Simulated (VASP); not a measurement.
```xyz
5
Lattice="10.1877 -2.1906 -0.0071 10.1877 2.1906 -0.0071 9.7193 0.0000 3.7582" Properties=species:S:1:pos:R:3 pbc="T T T"
Bi    12.0283     0.0000     1.4964
Bi    18.0664     0.0000     2.2476
Te    30.0947     0.0000     3.7440
Te     6.3183     0.0000     0.7860
Te    23.7764     0.0000     2.9580
```

The numbers are results of PBEsol GGA, VASP's PBE PAW potentials (set 64) (plane waves; VASP), not measurements. Numerical set-up: 400 eV cut-off, Gaussian smearing of 0.050 eV, potentials Bi_d Te.

Without a dispersion term in the relaxation, distances and binding between the weakly bound layers, chains or molecules are unreliable, and so is what depends on them. Unless said otherwise, spin-orbit coupling is left out, though it shifts the bands of the heavy elements here.

Give the energies of bands 16 to 27 at the high-symmetry points, in eV from the valence-band maximum.

```tsv
band	Γ	T	H2	L	S0	F
16	-2.33	-2.81	-4.78	-5.36	-4.80	-4.95
17	-2.07	-1.88	-4.36	-3.43	-4.45	-4.43
18	-1.78	-1.88	-4.34	-3.30	-4.25	-3.92
19	-1.78	-1.59	-3.90	-3.23	-3.97	-3.44
20	-1.72	-1.44	-3.47	-3.22	-3.08	-2.39
21	-1.72	-1.44	-2.58	-2.93	-3.00	-2.01
22	-0.88	-1.18	-1.95	-2.41	-1.63	-1.83
23	-0.88	-1.18	-0.96	-0.92	-1.37	-1.56
24	0.00	-0.44	-0.76	-0.51	-0.63	-0.93
25	0.21	0.78	1.23	0.54	1.10	0.88
26	0.63	1.11	1.48	1.07	2.04	1.47
27	0.63	1.11	2.55	2.75	2.09	2.07
```

The gap is direct, 0.21 eV, from the valence maximum at Γ to the conduction minimum at Γ.

The compound is Bi2Te3 in the tetradymite structure. It was relaxed first.
